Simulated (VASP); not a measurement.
Calculation: AM05 GGA, VASP's PBE PAW potentials (set 64) (plane waves; VASP).

Input for VASP

**INCAR**
```
# general
SYSTEM  = GaN
PREC    = Accurate
ENCUT   = 520   # plane-wave cut-off (eV)
LREAL   = .FALSE.   # projection in real space or not
LASPH   = .TRUE.

# electronic loop
EDIFF   = 1E-7
NELM    = 100
ALGO    = Normal
LMAXMIX = 4

# smearing
ISMEAR  = 0
SIGMA   = 0.05   # width (eV)

# functional
GGA     = AM

# ions
ISIF    = 2

# output
LWAVE   = .FALSE.
LCHARG  = .FALSE.
```

File POSCAR:
```
GaN
1
    0.0000000000     2.2906276200     2.2906276200
    2.2906276200     0.0000000000     2.2906276200
    2.2906276200     2.2906276200     0.0000000000
Ga N
1 1
Direct
  0.0000000000   0.0000000000   0.0000000000
  0.2500000000   0.2500000000   0.2500000000
```

### KPOINTS
```
Automatic mesh
0
Gamma
10 10 10
0 0 0
```

POTCAR, in this order: Ga_d N (PBE.64 set). Program: vasp_std.

The run wrote:

File OSZICAR:
```
       N       E                     dE             d eps       ncg     rms          rms(c)
DAV:   1     0.827792748399E+02    0.82779E+02   -0.99193E+03  1315   0.238E+03
DAV:   2    -0.737158705329E+01   -0.90151E+02   -0.84911E+02  1375   0.345E+02
DAV:   3    -0.142015941890E+02   -0.68300E+01   -0.67849E+01  1407   0.863E+01
DAV:   4    -0.143191767862E+02   -0.11758E+00   -0.11740E+00  1442   0.119E+01
DAV:   5    -0.143211312586E+02   -0.19545E-02   -0.19544E-02  1333   0.133E+00    0.699E+00
DAV:   6    -0.126609494695E+02    0.16602E+01   -0.51271E+00  1868   0.455E+01    0.271E+00
DAV:   7    -0.126541751635E+02    0.67743E-02   -0.27996E-01  1227   0.720E+00    0.174E+00
DAV:   8    -0.126446669573E+02    0.95082E-02   -0.73377E-02  1372   0.354E+00    0.792E-01
DAV:   9    -0.126398858092E+02    0.47811E-02   -0.17281E-02  1832   0.299E+00    0.211E-01
DAV:  10    -0.126402837741E+02   -0.39796E-03   -0.16125E-03  1281   0.629E-01    0.121E-01
DAV:  11    -0.126402315078E+02    0.52266E-04   -0.19872E-04  1770   0.317E-01    0.141E-02
DAV:  12    -0.126402366327E+02   -0.51249E-05   -0.23705E-05  1408   0.593E-02    0.196E-03
DAV:  13    -0.126402366879E+02   -0.55203E-07   -0.67696E-07  1383   0.930E-03
   1 F= -.12640237E+02 E0= -.12640237E+02  d E =-.356997E-14
```

**OUTCAR**
```
------------------------ aborting loop because EDIFF is reached ----------------------------------------
  FORCE on cell =-STRESS in cart. coord.  units (eV):
  Direction    XX          YY          ZZ          XY          YZ          ZX
  --------------------------------------------------------------------------------------
  Total       -1.4103184     -1.4103184     -1.4103184      0.0000000      0.0000000     -0.0000000
  in kB      -94.0013917    -94.0013917    -94.0013917      0.0000000      0.0000000     -0.0000000
  external PRESSURE =     -94.0013917 kB  Pullay stress =       0.0000000 kB
  volume of cell :       24.04
      direct lattice vectors                 reciprocal lattice vectors
     0.000000000  2.290627620  2.290627620    -0.218280787  0.218280787  0.218280787
     2.290627620  0.000000000  2.290627620     0.218280787 -0.218280787  0.218280787
     2.290627620  2.290627620  0.000000000     0.218280787  0.218280787 -0.218280787
  FREE ENERGIE OF THE ION-ELECTRON SYSTEM (eV)
  ---------------------------------------------------
  free  energy   TOTEN  =       -12.6402366879 eV

  energy  without entropy=      -12.6402366879  energy(sigma->0) =      -12.64023669
```
(Selected blocks of OUTCAR.)

The compound is GaN in the zinc blende structure, a metastable form; wurtzite is the usual one. This cell is one point of a volume scan, at 1.06 of the reference volume.
